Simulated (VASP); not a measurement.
OSZICAR of a VASP run on Os (hcp):

### OSZICAR
```
       N       E                     dE             d eps       ncg     rms          rms(c)
DAV:   1     0.986477110997E+02    0.98648E+02   -0.73993E+03  3240   0.123E+03
DAV:   2    -0.165456638161E+02   -0.11519E+03   -0.10397E+03  3444   0.391E+02
DAV:   3    -0.237252081234E+02   -0.71795E+01   -0.66266E+01  4024   0.778E+01
DAV:   4    -0.239336882405E+02   -0.20848E+00   -0.20682E+00  3448   0.129E+01
DAV:   5    -0.239363165212E+02   -0.26283E-02   -0.26266E-02  3776   0.123E+00    0.223E+01
DAV:   6    -0.228278865808E+02    0.11084E+01   -0.12368E+00  3504   0.103E+01    0.101E+01
DAV:   7    -0.225111351117E+02    0.31675E+00   -0.84119E-01  3744   0.835E+00    0.442E-01
DAV:   8    -0.225053803170E+02    0.57548E-02   -0.72556E-03  3348   0.703E-01    0.266E-01
DAV:   9    -0.225032210445E+02    0.21593E-02   -0.13711E-03  3504   0.445E-01    0.536E-02
DAV:  10    -0.225032602483E+02   -0.39204E-04   -0.57084E-05  3656   0.769E-02    0.100E-02
DAV:  11    -0.225032298334E+02    0.30415E-04   -0.63274E-06  3328   0.298E-02    0.835E-04
DAV:  12    -0.225032290260E+02    0.80745E-06   -0.13917E-07  1756   0.433E-03
   1 F= -.22503229E+02 E0= -.22503618E+02  d E =-.225032E+02
```

Task: Which electronic solver shows in the log?

Result: It is blocked Davidson (ALGO = Normal, or the opening steps of other solvers). The INCAR had ALGO = Normal.

Task: Can the final energy be trusted as converged?

Result: The calculation finished and met its thresholds. It stopped with EDIFF = 1E-6, NELM = 100, NSW = 40 and EDIFFG = -0.02 after 1 ionic step (PBE GGA, plane waves, VASP's PBE PAW potentials (set 64)).

The compound is Os in the hcp structure. It was relaxed first.
